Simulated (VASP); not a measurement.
An input for Quantum ESPRESSO's pw.x (written as the equivalent of a VASP run, and not itself run):

```
&CONTROL
  calculation = 'vc-relax'
  pseudo_dir = './pseudo'
  outdir = './out'
  tprnfor = .true.
  tstress = .true.
  nstep = 60
  forc_conv_thr = 0.00078
/
&SYSTEM
  ibrav = 0
  nat = 6
  ntyp = 2
  ecutwfc = 74
  occupations = 'smearing'
  smearing = 'methfessel-paxton'
  degauss = 0.00735
  input_dft = 'pbesol'
/
&ELECTRONS
  conv_thr = 7.3e-08
  electron_maxstep = 100
/
&IONS
/
&CELL
/
ATOMIC_SPECIES
  Zr 91.224 Zr.upf
  W 183.840 W.upf
CELL_PARAMETERS angstrom
     0.0000000    3.7921668    3.7921668
     3.7921668    0.0000000    3.7921668
     3.7921668    3.7921668    0.0000000
ATOMIC_POSITIONS crystal
  Zr   0.7500000  0.7500000  0.7500000
  Zr   0.5000000  0.5000000  0.5000000
  W    0.1250000  0.6250000  0.1250000
  W    0.1250000  0.1250000  0.1250000
  W    0.6250000  0.1250000  0.1250000
  W    0.1250000  0.1250000  0.6250000
K_POINTS automatic
  6 6 6 0 0 0
```

Q: Write the VASP files for the same calculation (PBEsol).

A: This is not unique; one that fits is 
### INCAR
```
SYSTEM = ZrW2
PREC = Accurate; ENCUT = 400; LREAL = F
LASPH = T
EDIFF = 1E-6; NELM = 100; ALGO = Normal
LMAXMIX = 6
ISMEAR = 1; SIGMA = 0.1
GGA = PS
IBRION = 2; NSW = 60; ISIF = 3
EDIFFG = -0.02
LWAVE = F; LCHARG = F
```

**KPOINTS**
```
Automatic mesh
0
Gamma
6 6 6
0 0 0
```

### POSCAR
```
ZrW2
1.0
  0.0000000000   3.7921667799   3.7921667799
  3.7921667799   0.0000000000   3.7921667799
  3.7921667799   3.7921667799   0.0000000000
Zr W
2 4
Cartesian
  5.6882501698   5.6882501698   5.6882501698
  3.7921667799   3.7921667799   3.7921667799
  2.8441250849   0.9480416950   2.8441250849
  0.9480416950   0.9480416950   0.9480416950
  0.9480416950   2.8441250849   2.8441250849
  2.8441250849   2.8441250849   0.9480416950
```

POTCAR, in this order: Zr_sv W_sv (PBE.64 set). Program: vasp_std.

What does not carry over: the potentials are each code's own (VASP's PAW set, PseudoDojo norm-conserving files in pw.x), so ENCUT and ecutwfc are chosen apart and not converted; conv_thr bounds pw.x's estimated SCF error, while EDIFF bounds the energy change between steps; forc_conv_thr acts on force components and is met together with etot_conv_thr.

The structure comes from a computed database's ZrW2 entry (Fd-3m); how it stands against other phases isn't given here. This run relaxes it. Symmetry was kept, so distortions that lower it aren't found. The start is the result of an earlier pass.
